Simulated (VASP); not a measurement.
Data:

```
MoSi2
1.0
   -1.52891     1.52891     3.77710
    1.52891    -1.52891     3.77710
    1.52891     1.52891    -3.77710
Si Mo
2 1
Direct
  0.66620   0.66620   0.00000
  0.33380   0.33380   0.00000
  0.00000   0.00000   0.00000
```

Level of theory: LDA (Ceperley-Alder, Perdew-Zunger), VASP's LDA PAW potentials (set 64) (plane waves; VASP). Numerical set-up: 500 eV cut-off, 14×14×14 Γ-centred mesh, first-order Methfessel-Paxton smearing of 0.10 eV, potentials Si Mo_sv.

Energy and stress use the plane-wave basis of the starting cell.

Task: The ions, cell shape and volume at an external pressure of 45.0 GPa are relaxed. Predict the relaxed structure.

Result: 
```
MoSi2
1.0
   -1.50749     1.50749     3.73566
    1.50749    -1.50749     3.73566
    1.50749     1.50749    -3.73566
Si Mo
2 1
Cartesian
  0.00000   0.00000   4.98124
  0.00000   0.00000   2.49009
  0.00000   0.00000   0.00000
```
Space group I4/mmm (139), at a tolerance of 0.03 Å.

Task: How do energy and volume change from the first to the last step?

Result: The energy (σ→0) changes by +105.6 meV/atom and the volume by -3.8 %, in 9 ionic steps.

The compound is MoSi2 in the MoSi2 type structure. This run relaxes it under an external pressure of 45 GPa. Symmetry was kept, so distortions that lower it aren't found.
